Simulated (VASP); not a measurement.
VASP input:

**INCAR**
```
SYSTEM = CdS
PREC = Accurate
ENCUT = 480
EDIFF = 1E-7
NELM = 100
ALGO = Normal
LREAL = .FALSE.
LASPH = .TRUE.
ISMEAR = 0
SIGMA = 0.05
GGA = PE
LMAXMIX = 4
LWAVE = .FALSE.
LCHARG = .FALSE.
ISIF = 2
```

File KPOINTS:
```
K-points
0
gamma
  6 6 4
```

### POSCAR
```
CdS
1
    2.1819574841    -3.7792610366     0.0000000000
    2.1819574841     3.7792610366     0.0000000000
    0.0000000000     0.0000000000     7.0874954152
Cd S
2 2
Direct
  0.6666670000   0.3333330000   0.5000029639
  0.3333330000   0.6666670000   0.0000029639
  0.6666670000   0.3333330000   0.8769970361
  0.3333330000   0.6666670000   0.3769970361
```

POTCAR, in this order: Cd S (PBE.64 set). Program: vasp_std.

Translate this PBE calculation to Ansatz.

One equivalent input (not run):
Ansatz 0.2 input:
```yaml
crystal:
  lattice:
    - [2.1819575, -3.7792610, 0.0000000]
    - [2.1819575, 3.7792610, 0.0000000]
    - [0.0000000, 0.0000000, 7.0874954]
  atoms:
    - { symbol: Cd, position: [0.6666670, 0.3333330, 0.5000030] }
    - { symbol: Cd, position: [0.3333330, 0.6666670, 0.0000030] }
    - { symbol: S, position: [0.6666670, 0.3333330, 0.8769970] }
    - { symbol: S, position: [0.3333330, 0.6666670, 0.3769970] }
kpoints:
  mp_grid: { grid: [6, 6, 4] }
hamiltonian:
  xc: pbe
  pseudopotentials: { kind: paw }
scf:
  occupations: { method: gaussian, width: 0.05 }
  max_iter: 100
output: { forces: true, stress: true, eigenvalues: true }
```
What does not carry over: each code has its own PAW files, so the cut-off isn't converted (ENCUT is set for VASP's; basis.ecutwfc is left out, and Ansatz then takes the one that its files recommend); Ansatz stops its SCF on the density residual and VASP on the energy change (EDIFF).

The compound is CdS in the wurtzite structure. This cell was strained or had an atom moved on purpose.
